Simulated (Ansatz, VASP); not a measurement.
Two plane-wave programs on Li5Mg

INCAR

```
ALGO = Normal
EDIFF = 1E-6
ENCUT = 520
GGA = CA
ISIF = 2
ISMEAR = 1
LASPH = True
LCHARG = False
LREAL = False
LWAVE = False
NBANDS = 18
NELM = 80
PREC = Accurate
SIGMA = 0.15
```

Contents of KPOINTS:

```
k-points
0
Gamma
  3 3 3
```

The input POSCAR:

```
Li5Mg
1.0
    5.2741255200      0.0000000000      0.0000000000
   -2.6370627600      4.5675266831      0.0000000000
    0.0000000000      0.0000000000      5.0531989800
Li Mg
5 1
Direct
    0.3322508100      0.0000000000      0.0000000000
    0.0000000000      0.3322508100      0.0000000000
    0.6677491900      0.6677491900      0.0000000000
    0.6666666667      0.3333333333      0.5000000000
    0.3333333333      0.6666666667      0.5000000000
    0.0000000000      0.0000000000      0.5000000000
```

Input for Ansatz:

```yaml
crystal:
  lattice:
    a: 5.27412552
    b: 5.27412552
    c: 5.05319898
    alpha: 90.0
    beta: 90.0
    gamma: 120.0
  space_group: 189
  atoms:
    - { symbol: Li, position: [0.33225081, 0.0, 0.0] }
    - { symbol: Li, position: [0.6666666666666666, 0.3333333333333333, 0.5] }
    - { symbol: Mg, position: [0.0, 0.0, 0.5] }
basis:
  ecutwfc: 625.0
kpoints:
  mp_grid:
    grid: [3, 3, 3]
    shift: [0.0, 0.0, 0.0]
hamiltonian:
  xc: lda
scf:
  max_iter: 100
  occupations:
    method: methfessel_paxton
    width: 0.15
output:
  forces: true
  stress: true
```

The cell comes from a database or a generator and needn't be the stable form of this composition.

Alike in both runs: task single point; functional LDA; k mesh 3 × 3 × 3; occupations methfessel-paxton of order 1, width 0.15 eV; no spin polarisation.

```csv
,VASP,Ansatz
version,VASP 6.6.1,Ansatz 0.2.0
potentials or method,"VASP PAW LDA potentials, release 64 (Li_sv, Mg)","plane waves, PAW"
plane-wave cutoff (eV),520,625
valence electrons in the cell,17,25
```

Ansatz gave:

```
rms of the force components (eV/Å) : 0.011
```

Q: Which values does VASP return?

A: rms of the force components (eV/Å): 0.012.

Atom by atom the forces differ by 0.000 eV/Å (rms over components). The two sets of potentials don't hold the same shells in valence.

Caveats: the k mesh is coarse (spacing up to 0.46 Å⁻¹), so the values aren't converged.
